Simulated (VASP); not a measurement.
The system is AlGaTe2.

```xyz
8
Lattice="0.0000 6.2212 0.0000 6.2212 0.0000 0.0000 3.1106 3.1106 -5.8447" Properties=species:S:1:pos:R:3 pbc="T T T"
Al    3.1106    3.1106    0.0000
Al    6.2212    3.1106   -2.9223
Ga    0.0000    0.0000    0.0000
Ga    3.1106    6.2212   -2.9223
Te    4.7281    4.6659   -4.3835
Te    1.5553    4.6037   -1.4612
Te    7.7142    7.7765   -4.3835
Te    4.6659    1.6175   -1.4612
```

The cell was built by a generator and needn't be a form met in nature.

Program: VASP 6.6.1. Alike in all runs: task single point; no spin polarisation; cell as given; cutoff (eV) 520; smearing fermi-dirac 0.1 eV. Hardware: 1 thread of Intel(R) Xeon(R) Platinum 8559C (Emerald Rapids) (shared host).

Question: Order these runs on this cell by their wall time, lowest first.
A. level LDA; potentials or basis VASP PAW LDA potentials, release 64 (Al, Ga_d, Te); k mesh 4 × 4 × 4
B. level PBEsol; potentials or basis VASP PAW PBE potentials, release 64 (Al, Ga_d, Te); k mesh 6 × 6 × 6
C. level r2SCAN; potentials or basis VASP PAW PBE potentials, release 64 (Al, Ga_d, Te); k mesh 4 × 4 × 4

Answer: A (62 s), B (160 s), C (330 s).
